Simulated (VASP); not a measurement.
A run of VASP 6.6.1 is set up as follows.

INCAR

```
SYSTEM = AlN
PREC     = Accurate       ! precision mode
ENCUT    = 520            ! plane-wave cutoff, eV
EDIFF    = 1E-8           ! SCF threshold, eV
ISMEAR   = 0              ! smearing method
SIGMA    = 0.02           ! smearing width, eV
LREAL    = .False.        ! projectors in reciprocal space
LASPH    = .True.         ! aspherical terms in the spheres
NELM     = 60             ! most SCF steps
ALGO     = Normal         ! electronic algorithm
ISIF     = 2              ! what is computed and relaxed
LWAVE    = .False.        ! write WAVECAR
LCHARG   = .False.        ! write CHGCAR
GGA      = PE             ! functional
LEPSILON = .True.         ! dielectric tensor by DFPT
IBRION   = 8              ! ionic algorithm
NSW      = 1              ! ionic steps
KPAR     = 4
```

KPOINTS

```
regular mesh
0
Gamma
  12 12 6
  0 0 0
```

File POSCAR:

```
AlN                                     
1.0
    3.1279258058      0.0000000000      0.0000000000
   -1.5639629029      2.7088632070      0.0000000000
    0.0000000000      0.0000000000      5.0185268569
  Al              N             
     2     2
Direct
     0.3333333300000021    0.6666666699999979    0.9993366296782611
     0.6666666699999979    0.3333333300000021    0.4993366296782611
     0.3333333300000021    0.6666666699999979    0.3806633703217415
     0.6666666699999979    0.3333333300000021    0.8806633703217415
```

Potentials or basis: VASP PAW PBE potentials, release 64 (Al, N).

Command:

```bash
$ cat potpaw_PBE.64/Al/POTCAR potpaw_PBE.64/N/POTCAR > POTCAR
$ mpirun -np 4 vasp_std > vasp.out
```

Problem. What does it give for the electronic dielectric tensor (diagonal)?

Solution. 4.47, 4.47, 4.69.

Problem. Predict the Born charges (mean of the diagonal).

Solution. Al +2.57; N -2.57 e.

Problem. Estimate the band gap on the k mesh.

Solution. 4.06 eV, direct.

Born effective charge tensors (e):
atom 1, Al
```
2.52 0.00 0.00
0.00 2.52 0.00
0.00 0.00 2.68
```
atom 2, Al
```
2.52 0.00 0.00
0.00 2.52 0.00
0.00 0.00 2.68
```
atom 3, N
```
-2.52  0.00  0.00
 0.00 -2.52  0.00
 0.00  0.00 -2.68
```
atom 4, N
```
-2.52  0.00  0.00
 0.00 -2.52  0.00
 0.00  0.00 -2.68
```

**Experimental background.**

From “Structural and optical properties of self-assembled AlN nanowires grown on SiO2/Si substrates by molecular beam epitaxy”, 2024, arxiv:2402.00216, for a bulk crystal of AlN at 0 K: band gap 6.0343 eV (an exciton energy, a little under the gap).

Measured gap of AlN: 6.0343 eV (an exciton energy, a little under the gap; 0 K; quoted in “Structural and optical properties of self-assembled AlN nanowires grown on SiO2/Si substrates by molecular beam epitaxy”, 2024, arxiv:2402.00216). This calculation gives 4.06 eV (-1.97 eV). 2 values of this kind are on record (6.034 to 6.0343 eV); this one was drawn at random. The value is that of PBE on a finite k mesh, which can miss the band edges, without temperature or zero-point motion. Semilocal functionals fall short of measured gaps as a rule.
